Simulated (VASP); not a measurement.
**MgS (relaxed from the wurtzite structure, space group P6_3mc): computed properties**

All values below come from r2SCAN meta-GGA, VASP's PBE PAW potentials (set 64) (plane waves; VASP).

| Quantity | Result |
|---|---|
| space group | P6_3mc (186) |
| cell | a = 4.0303 Å, b = 4.0303 Å, c = 6.4236 Å, α = 90.00°, β = 90.00°, γ = 120.00° |
| volume per atom | 22.59 Å^3/atom |
| band gap (over mesh and band path) | 4.13 eV |
| smallest direct gap (over mesh and band path) | 4.13 eV |
| band-edge character | direct, Γ to Γ |
| density | 2.07 g/cm³ |

```cif
data_Mg2S2
_chemical_formula_sum 'Mg2 S2'
_space_group_name_H-M_alt 'P63mc'
_space_group_IT_number 186
_space_group_name_Hall 'P 6c -2c'
_cell_length_a 4.03034
_cell_length_b 4.03034
_cell_length_c 6.42362
_cell_angle_alpha 90.000
_cell_angle_beta 90.000
_cell_angle_gamma 120.000
loop_
_atom_site_label
_atom_site_type_symbol
_atom_site_symmetry_multiplicity
_atom_site_Wyckoff_symbol
_atom_site_fract_x
_atom_site_fract_y
_atom_site_fract_z
_atom_site_occupancy
Mg1 Mg 2 b 0.66667 0.33333 0.00380 1
S1 S 2 b 0.33333 0.66667 0.12140 1
```

The structure was generated: MgS was put into the wurtzite type (P6_3mc), which need not be its known phase. It was relaxed first. Symmetry was kept, so distortions that lower it aren't found.
